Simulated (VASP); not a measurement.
Energy against volume of KCl (rock salt). All values below come from PBE0 hybrid, VASP's PBE PAW potentials (set 64) (plane waves; VASP). Numerical set-up: 520 eV cut-off, 6×6×6 Γ-centred mesh, Gaussian smearing of 0.050 eV, potentials K_sv Cl.

| V (Å³/atom) | E (eV/atom) |
|---|---|
| 30.543 | -4.18408 |
| 31.518 | -4.18758 |
| 32.493 | -4.18761 |
| 33.468 | -4.18469 |

Task: Fit these four points and predict the energy of the run at 29.569 Å³/atom.

Result: A cubic in V^(−2/3), the third-order Birch-Murnaghan form, passes through the four points with V0 = 32.01 Å³/atom and B0 = 17 GPa, and gives -4.1765 eV/atom there. The run gave -4.1764 eV/atom, +0.1 meV/atom from the fit; all five points give B0 = 17 GPa.

The compound is KCl in the rock salt structure. It was relaxed first. The cell's shape comes from a PBE relaxation.
